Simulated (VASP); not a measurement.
An input for Quantum ESPRESSO's pw.x (written as the equivalent of a VASP run, and not itself run):

```
&CONTROL
  calculation = 'vc-relax'
  pseudo_dir = './pseudo'
  outdir = './out'
  tprnfor = .true.
  tstress = .true.
  nstep = 60
  forc_conv_thr = 0.00039
/
&SYSTEM
  ibrav = 0
  nat = 3
  ntyp = 2
  ecutwfc = 86
  occupations = 'smearing'
  smearing = 'gaussian'
  degauss = 0.003675
  input_dft = 'pbe'
/
&ELECTRONS
  conv_thr = 7.3e-08
  electron_maxstep = 100
/
&IONS
/
&CELL
/
ATOMIC_SPECIES
  Zr 91.224 Zr.upf
  Se 78.971 Se.upf
CELL_PARAMETERS angstrom
     1.8850000   -3.2649160    0.0000000
     1.8850000    3.2649160    0.0000000
     0.0000000    0.0000000    6.1400000
ATOMIC_POSITIONS crystal
  Zr   0.0000000  0.0000000  0.0000000
  Se   0.3333330  0.6666670  0.2550000
  Se   0.6666670  0.3333330  0.7450000
K_POINTS automatic
  7 7 4 0 0 0
```

Question: Translate this input to VASP (INCAR, KPOINTS, POSCAR, choice of POTCAR).

Answer: One answer among several that fit: 
**KPOINTS**
```
K-points
0
gamma
 7 7 4
```

File POSCAR:
```
ZrSe2
1
    1.8850000000    -3.2649160000     0.0000000000
    1.8850000000     3.2649160000     0.0000000000
    0.0000000000     0.0000000000     6.1400000000
Zr Se
1 2
Direct
  0.0000000000   0.0000000000   0.0000000000
  0.3333330000   0.6666670000   0.2550000000
  0.6666670000   0.3333330000   0.7450000000
```

### INCAR
```
LMAXMIX  =  4
NELM  =  100
LASPH  =  .TRUE.
IBRION  =  2   ! conjugate gradients
NSW  =  60   ! most ionic steps
SYSTEM  =  ZrSe2
ALGO  =  Normal
LREAL  =  .FALSE.   ! projection in real space or not
EDIFF  =  1E-6
GGA  =  PE
ISMEAR  =  0
PREC  =  Accurate
LCHARG  =  .FALSE.
EDIFFG  =  -0.01   ! ionic stop
SIGMA  =  0.05   ! width (eV)
ISIF  =  3   ! ions, shape and volume
ENCUT  =  520   ! plane-wave cut-off (eV)
LWAVE  =  .FALSE.
```

POTCAR, in this order: Zr_sv Se (PBE.64 set). Program: vasp_std.

The two are equivalent in intent, not identical: the potentials are each code's own (VASP's PAW set, PseudoDojo norm-conserving files in pw.x), so ENCUT and ecutwfc are chosen apart and not converted; conv_thr bounds pw.x's estimated SCF error, while EDIFF bounds the energy change between steps; forc_conv_thr acts on force components and is met together with etot_conv_thr.

The compound is ZrSe2 in the 1T layered structure. This run relaxes it. Symmetry was kept, so distortions that lower it aren't found.
